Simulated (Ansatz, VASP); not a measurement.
# NaB: VASP beside Ansatz

```xyz
2
Lattice="0.0000 2.6839 2.6839 2.6839 0.0000 2.6839 2.6839 2.6839 0.0000" Properties=species:S:1:pos:R:3 pbc="T T T"
Na    0.0000    0.0000    0.0000
B     2.6839    2.6839    2.6839
```

The cell comes from a database or a generator and needn't be the stable form of this composition.

Alike in both runs: task single point; functional PBE; k mesh 16 × 16 × 16; occupations gaussian, width 0.15 eV; no spin polarisation.

|  | VASP | Ansatz |
| --- | --- | --- |
| version | VASP 6.6.1 | Ansatz 0.2.0 |
| potentials or method | VASP PAW PBE potentials, release 64 (Na_pv, B) | scalar-relativistic, plane waves, PAW |
| plane-wave cutoff (eV) | 520 | 420 |
| valence electrons in the cell | 10 | 12 |

```csv
,VASP,Ansatz,Ansatz less VASP
gap on the k mesh at the Fermi level (eV),none,none,-
pressure (GPa),0.3,0.2,-0.09
```

A gap of «none» marks a metal or a gap that the smearing closes. The functional is the same, so the differences come from potentials, cutoffs and numerics. The two sets of potentials don't hold the same shells in valence.
